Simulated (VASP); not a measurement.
Here is the system:

```
CuGaSe2
1.0
   -2.83305     2.83305     5.56510
    2.83305    -2.83305     5.56510
    2.83305     2.83305    -5.56510
Ga Cu Se
2 2 4
Direct
  0.50000   0.50000   0.00000
  0.25000   0.75000   0.50000
  0.00000   0.00000   0.00000
  0.75000   0.25000   0.50000
  0.87500   0.87500   0.50000
  0.12500   0.62500   0.00000
  0.37500   0.37500   0.50000
  0.62500   0.12500   0.00000
```

Method: PBE GGA, VASP's PBE PAW potentials (set 64) (plane waves; VASP 6.6.1). Run with 300 eV cut-off, 3×3×3 Γ-centred mesh, Fermi-Dirac smearing of 0.020 eV, potentials Ga_d Cu Se.

Problem. Estimate the energy per atom (σ→0), largest force, band gap (on the k-mesh) with the smallest direct gap where there is one.

Solution. 
```
Property                                      Value
-----------------------------------  --------------
band gap (on the k-mesh)                    0.12 eV
smallest direct gap (on the k-mesh)         0.12 eV
energy per atom (σ→0)                -3882 meV/atom
largest force                            0.274 eV/Å
```

The structure is a typed CuGaSe2 crystal. The cell was not relaxed at this level. The k-mesh is coarse (spacing up to 0.52 per Å, 2π included), so the numbers may not be converged in it.
